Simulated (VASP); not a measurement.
The system is DyScO3.

```xyz
20
Lattice="5.7263 0.0000 0.0000 0.0000 7.9132 0.0000 0.0000 0.0000 5.4494" Properties=species:S:1:pos:R:3 pbc="T T T"
Dy    5.3787    1.9783    0.0937
Dy    0.3476    5.9349    5.3557
Dy    3.2107    5.9349    2.8184
Dy    2.5156    1.9783    2.6310
Sc    2.8632    0.0000    0.0000
Sc    2.8632    3.9566    0.0000
Sc    0.0000    0.0000    2.7247
Sc    0.0000    3.9566    2.7247
O     1.7408    7.4321    3.7743
O     3.9855    3.4755    1.6751
O     1.1224    0.4811    1.0496
O     4.6039    4.4377    4.3998
O     3.9855    0.4811    1.6751
O     1.7408    4.4377    3.7743
O     4.6039    7.4321    4.3998
O     1.1224    3.4755    1.0496
O     3.1781    1.9783    4.7977
O     2.5482    5.9349    0.6517
O     5.4114    5.9349    2.0730
O     0.3149    1.9783    3.3764
```

- Program: VASP 6.6.1
- Task: relaxation of cell and atoms
- Functional: PBEsol
- Potentials or basis: VASP PAW PBE potentials, release 64 (Dy_3, Sc_sv, O), 4f in core
- Cutoff: 600 eV
- k mesh: 4 × 3 × 4
- Occupations: gaussian, width 0.05 eV
- Spin: no spin polarisation

At the start: pressure -4.5 GPa; volume 12.35 Å³/atom.

Question: How do energy, volume and symmetry change on relaxing?

Answer: Over 18 steps the energy falls by 14.4 meV/atom and the volume is 12.05 Å³/atom (-2.4 %); space group Pnma (No. 62, to 0.05 Å).

The path:
```csv
step,energy change (eV),largest force (eV/Å),pressure (GPa),volume (Å³)
1,0.0000,0.6015,-4.51,246.93
2,-0.1226,0.2958,5.18,234.72
3,-0.1743,0.4087,1.54,238.92
4,-0.2565,0.1894,0.73,240.04
5,-0.2695,0.2001,0.28,240.70
6,-0.2789,0.1079,-0.41,241.56
7,-0.2795,0.0931,-0.61,241.82
8,-0.2838,0.0739,0.36,240.62
9,-0.2839,0.0742,0.20,240.78
10,-0.2864,0.0298,0.06,240.90
11,-0.2866,0.0295,0.01,240.95
12,-0.2872,0.0213,-0.01,241.01
13,-0.2875,0.0201,-0.07,241.07
14,-0.2875,0.0340,-0.14,241.19
15,-0.2876,0.0261,-0.12,241.13
16,-0.2879,0.0188,0.05,240.94
17,-0.2880,0.0161,0.11,240.85
18,-0.2882,0.0097,0.05,240.96
```

Final structure:
```
Dy Sc O
1.0
     5.68997    0.00000    0.00000
     0.00000    7.86387    0.00000
     0.00000    0.00000    5.38522
Dy Sc O
4 4 12
Direct
  0.93545 0.25000 0.02077
  0.06455 0.75000 0.97923
  0.56455 0.75000 0.52077
  0.43545 0.25000 0.47923
  0.50000 0.00000 0.00000
  0.50000 0.50000 0.00000
  0.00000 0.00000 0.50000
  0.00000 0.50000 0.50000
  0.30651 0.93155 0.69043
  0.69349 0.43155 0.30957
  0.19349 0.06845 0.19043
  0.80651 0.56845 0.80957
  0.69349 0.06845 0.30957
  0.30651 0.56845 0.69043
  0.80651 0.93155 0.80957
  0.19349 0.43155 0.19043
  0.55640 0.25000 0.86893
  0.44360 0.75000 0.13107
  0.94360 0.75000 0.36893
  0.05640 0.25000 0.63107
```

Caveat: the PAW data sets were made with another functional, which shifts forces and pressure a little.
